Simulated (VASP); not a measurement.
```yaml
crystal:
  lattice:
    - [3.90305, 0.00000, 0.00000]
    - [-1.95153, 3.38014, 0.00000]
    - [0.00000, 0.00000, 4.82005]
  atoms:
    - { symbol: Fe, position: [0.33333, 0.66667, 0.67917] }
    - { symbol: Fe, position: [0.66667, 0.33333, 0.32083] }
    - { symbol: Fe, position: [0.00000, 0.00000, 0.50000] }
    - { symbol: Fe, position: [0.00000, 0.00000, 0.00000] }
    - { symbol: Si, position: [0.66667, 0.33333, 0.81854] }
    - { symbol: Si, position: [0.33333, 0.66667, 0.18146] }
```

All values below come from r2SCAN meta-GGA, VASP's PBE PAW potentials (set 64) (plane waves; VASP). Settings: 400 eV cut-off, 10×10×7 Γ-centred mesh, tetrahedra with Blöchl corrections, potentials Fe Si.

The run has a spin-polarised start.

Question: Give the spin-up energies of bands 12 to 25 at the high-symmetry points, in eV from the Fermi level.

Answer: 
| band | Γ | M | K | A | L | H |
|---|---|---|---|---|---|---|
| 12 | -3.81 | -2.94 | -3.04 | -2.90 | -3.01 | -2.42 |
| 13 | -1.91 | -2.54 | -2.50 | -2.02 | -2.72 | -2.41 |
| 14 | -1.91 | -1.94 | -2.34 | -1.96 | -2.38 | -2.33 |
| 15 | -1.73 | -1.81 | -2.34 | -1.96 | -2.31 | -2.33 |
| 16 | -1.73 | -1.77 | -1.83 | -1.35 | -1.96 | -2.17 |
| 17 | -1.42 | -1.75 | -1.79 | -1.35 | -1.52 | -2.17 |
| 18 | -1.21 | -1.74 | -1.79 | -1.07 | -1.51 | -1.30 |
| 19 | -0.67 | -1.54 | -1.40 | -1.07 | -1.26 | -1.13 |
| 20 | -0.67 | -1.51 | -1.40 | -1.01 | -1.11 | -0.99 |
| 21 | 0.34 | -1.01 | -0.72 | 0.33 | -0.84 | -0.99 |
| 22 | 0.34 | -0.89 | -0.72 | 0.33 | -0.75 | -0.53 |
| 23 | 0.99 | 0.04 | -0.04 | 1.97 | -0.52 | -0.53 |
| 24 | 2.75 | 0.57 | 0.64 | 3.42 | 0.81 | 0.09 |
| 25 | 3.03 | 1.07 | 1.23 | 3.42 | 1.46 | 1.19 |

Question: Give the spin-down energies of bands 12 to 25 at the high-symmetry points, in eV from the Fermi level.

Answer: 
```json
[
 {"band": "12", "Γ": "-2.50", "M": "-1.98", "K": "-2.19", "A": "-2.20", "L": "-2.11", "H": "-2.21"},
 {"band": "13", "Γ": "-0.81", "M": "-1.84", "K": "-1.60", "A": "-1.36", "L": "-2.04", "H": "-1.69"},
 {"band": "14", "Γ": "-0.52", "M": "-1.76", "K": "-1.60", "A": "-0.97", "L": "-1.90", "H": "-1.69"},
 {"band": "15", "Γ": "-0.52", "M": "-1.18", "K": "-1.14", "A": "-0.97", "L": "-1.29", "H": "-1.11"},
 {"band": "16", "Γ": "-0.27", "M": "-0.85", "K": "-1.07", "A": "-0.79", "L": "-0.95", "H": "-1.05"},
 {"band": "17", "Γ": "-0.18", "M": "-0.75", "K": "-1.07", "A": "-0.07", "L": "-0.92", "H": "-1.05"},
 {"band": "18", "Γ": "-0.18", "M": "-0.59", "K": "-0.90", "A": "-0.07", "L": "-0.12", "H": "-0.84"},
 {"band": "19", "Γ": "0.83", "M": "0.57", "K": "0.61", "A": "1.37", "L": "0.75", "H": "0.83"},
 {"band": "20", "Γ": "0.83", "M": "0.74", "K": "0.61", "A": "1.37", "L": "0.88", "H": "1.13"},
 {"band": "21", "Γ": "1.96", "M": "1.13", "K": "1.26", "A": "1.89", "L": "1.06", "H": "1.13"},
 {"band": "22", "Γ": "1.96", "M": "1.37", "K": "1.26", "A": "1.89", "L": "1.22", "H": "1.37"},
 {"band": "23", "Γ": "2.03", "M": "1.50", "K": "1.38", "A": "2.24", "L": "1.63", "H": "1.37"},
 {"band": "24", "Γ": "2.97", "M": "1.52", "K": "2.15", "A": "4.04", "L": "1.72", "H": "1.56"},
 {"band": "25", "Γ": "3.82", "M": "2.52", "K": "2.15", "A": "4.09", "L": "2.32", "H": "1.56"}
]
```

It has no gap at this level: it comes out as a metal or semimetal.

The structure comes from a computed database's Fe2Si entry (P-3m1); how it stands against other phases isn't given here. It was relaxed first.
